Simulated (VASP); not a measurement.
Method: SCAN meta-GGA, VASP's PBE PAW potentials (set 64) (plane waves; VASP).

A VASP calculation is set up with these files.

**INCAR**
```
SYSTEM = Au
PREC = Accurate; ENCUT = 520; LREAL = .FALSE.
LASPH = .TRUE.
EDIFF = 1E-7; NELM = 100; ALGO = Normal
LMAXMIX = 6; LMIXTAU = .TRUE.
ISMEAR = 1; SIGMA = 0.1
METAGGA = SCAN
ISIF = 2
LWAVE = .FALSE.; LCHARG = .FALSE.
```

**KPOINTS**
```
Automatic mesh
0
Gamma
15 15 15
0 0 0
```

POSCAR:
```
Au
1
    0.0000000000     2.0644777046     2.0644777046
    2.0644777046     0.0000000000     2.0644777046
    2.0644777046     2.0644777046     0.0000000000
Au
1
Direct
  0.0000000000   0.0000000000   0.0000000000
```

POTCAR, in this order: Au (PBE.64 set). Program: vasp_std.

Output of the run:

OUTCAR:
```
 ion  position               nearest neighbor table
   1  0.000  0.000  0.000-
  LATTYP: Found a face centered cubic cell.
 ALAT       =     4.1289554092
 Subroutine PRICEL returns:
 Original cell was already a primitive cell.
 Subroutine GETGRP returns: Found 48 space group operations
The static configuration has the point symmetry O_h .
The dynamic configuration has the point symmetry O_h .
 Subroutine INISYM returns: Found 48 space group operations
 Subroutine IBZKPT returns following result:
 Found    120 irreducible k-points:

 Following reciprocal coordinates:
            Coordinates               Weight
  0.000000  0.000000  0.000000      1.000000
  0.066667  0.000000  0.000000      8.000000
  0.133333  0.000000  0.000000      8.000000
  0.200000  0.000000  0.000000      8.000000
  0.266667  0.000000  0.000000      8.000000
  0.333333  0.000000  0.000000      8.000000
  0.400000  0.000000  0.000000      8.000000
  0.466667  0.000000  0.000000      8.000000
  0.066667  0.066667  0.000000      6.000000
  0.133333  0.066667  0.000000     24.000000
...
```

OSZICAR:
```
       N       E                     dE             d eps       ncg     rms          rms(c)
DAV:   1    -0.273462297453E+02   -0.27346E+02   -0.59695E+03  2456   0.112E+03
DAV:   2    -0.739760498202E+02   -0.46630E+02   -0.43213E+02  2209   0.201E+02
DAV:   3    -0.743809714927E+02   -0.40492E+00   -0.40453E+00  2588   0.202E+01
DAV:   4    -0.743817465159E+02   -0.77502E-03   -0.77500E-03  2495   0.931E-01
DAV:   5    -0.743817501698E+02   -0.36539E-05   -0.36546E-05  2457   0.598E-02    0.935E+00
DAV:   6    -0.681956767719E+02    0.61861E+01   -0.38894E+00  2201   0.176E+01    0.404E+00
DAV:   7    -0.691305163928E+02   -0.93484E+00   -0.11297E+00  2162   0.154E+01    0.505E+00
DAV:   8    -0.706449175233E+02   -0.15144E+01   -0.17019E-01  2162   0.626E+00    0.728E+00
DAV:   9    -0.697270765442E+02    0.91784E+00   -0.94070E-01  2162   0.975E+00    0.322E+00
DAV:  10    -0.691742336830E+02    0.55284E+00   -0.71920E-01  2231   0.919E+00    0.146E-01
DAV:  11    -0.691845855137E+02   -0.10352E-01   -0.13789E-02  2219   0.170E+00    0.450E-01
DAV:  12    -0.691860725549E+02   -0.14870E-02   -0.11065E-03  2369   0.269E-01    0.322E-01
DAV:  13    -0.691856008743E+02    0.47168E-03   -0.76579E-04  2197   0.335E-01    0.169E-01
DAV:  14    -0.691858326869E+02   -0.23181E-03   -0.95826E-04  2211   0.289E-01    0.560E-02
DAV:  15    -0.691861123997E+02   -0.27971E-03   -0.26577E-04  2263   0.213E-01    0.412E-02
DAV:  16    -0.691861059096E+02    0.64901E-05   -0.27575E-06  2557   0.166E-02    0.258E-02
DAV:  17    -0.691861046134E+02    0.12962E-05   -0.29607E-08  1563   0.210E-03    0.238E-02
DAV:  18    -0.691860882791E+02    0.16334E-04   -0.12241E-05  2350   0.326E-02    0.684E-03
DAV:  19    -0.691860857532E+02    0.25259E-05   -0.13446E-06  2173   0.136E-02    0.877E-03
DAV:  20    -0.691860903191E+02   -0.45660E-05   -0.97812E-07  2300   0.111E-02    0.256E-03
DAV:  21    -0.691860914196E+02   -0.11004E-05   -0.31058E-07  1403   0.533E-03    0.192E-04
DAV:  22    -0.691860921980E+02   -0.77846E-06   -0.82586E-09  1103   0.118E-03    0.160E-04
DAV:  23    -0.691860921860E+02    0.11999E-07   -0.49400E-09  1086   0.808E-04
   1 F= -.69186092E+02 E0= -.69185937E+02  d E =-.465839E-03
```

**OUTCAR**
```
------------------------ aborting loop because EDIFF is reached ----------------------------------------
  FORCE on cell =-STRESS in cart. coord.  units (eV):
  Direction    XX          YY          ZZ          XY          YZ          ZX
  --------------------------------------------------------------------------------------
  Total       -0.5199300     -0.5199300     -0.5199300      0.0000000      0.0000000      0.0000000
  in kB      -47.3363644    -47.3363644    -47.3363644      0.0000000      0.0000000      0.0000000
  external PRESSURE =     -47.3363644 kB  Pullay stress =       0.0000000 kB
  volume of cell :       17.60
      direct lattice vectors                 reciprocal lattice vectors
     0.000000000  2.064477705  2.064477705    -0.242192008  0.242192008  0.242192008
     2.064477705  0.000000000  2.064477705     0.242192008 -0.242192008  0.242192008
     2.064477705  2.064477705  0.000000000     0.242192008  0.242192008 -0.242192008
 POSITION                                       TOTAL-FORCE (eV/Angst)
 -----------------------------------------------------------------------------------
      0.00000      0.00000      0.00000         0.000000      0.000000      0.000000
 -----------------------------------------------------------------------------------
    total drift:                               -0.000000     -0.000000     -0.000000
  FREE ENERGIE OF THE ION-ELECTRON SYSTEM (eV)
  ---------------------------------------------------
  free  energy   TOTEN  =       -69.1860921860 eV

  energy  without entropy=      -69.1856263470  energy(sigma->0) =      -69.18593691
```
(Selected blocks of OUTCAR.)

### OUTCAR
```
 val. band max:        8.8034649083   @ k =  -0.2667   0.2667   0.0000

 cond. band min:       8.8419161329   @ k =  -0.3333   0.2000   0.0000


 Fermi energy:         8.8211006920

 k-point     1 :       0.0000    0.0000    0.0000
  band No.  band energies     occupation
      1      -1.2466      2.00000
      2       3.9784      2.00000
      3       3.9784      2.00000
      4       3.9784      2.00000
      5       5.4062      2.00000
      6       5.4062      2.00000
      7      24.1441      0.00000
      8      27.9039      0.00000
      9      27.9040      0.00000

 k-point     2 :       0.0667    0.0000    0.0000
  band No.  band energies     occupation
      1      -1.0907      2.00000
      2       3.9301      2.00000
      3       4.0310      2.00000
      4       4.0310      2.00000
      5       5.3838      2.00000
      6       5.3838      2.00000
      7      24.3159      0.00000
      8      26.8999      0.00000
      9      28.0711      0.00000

 k-point     3 :       0.1333    0.0000    0.0000
  band No.  band energies     occupation
      1      -0.6409      2.00000
      2       3.8189      2.00000
      3       4.1569      2.00000
      4       4.1569      2.00000
      5       5.3520      2.00000
      6       5.3520      2.00000
      7      24.3294      0.00000
      8      25.2459      0.00000
      9      28.5126      0.00000

 k-point     4 :       0.2000    0.0000    0.0000
  band No.  band energies     occupation
      1       0.0304      2.00000
      2       3.7540      2.00000
      3       4.2519      2.00000
      4       4.2520      2.00000
      5       5.4193      2.00000
      6       5.4193      2.00000
      7      22.1051      0.00000
      8      25.3209      0.00000
      9      28.9700      0.00000

 k-point     5 :       0.2667    0.0000    0.0000
  band No.  band energies     occupation
      1       0.7373      2.00000
      2       3.9597      2.00000
      3       4.2201      2.00000
...
```

Unless said otherwise, spin-orbit coupling is left out, though it shifts the bands of the heavy elements here.

The compound is Au in the fcc structure. This cell is one point of a volume scan, at 1.03 of the reference volume.
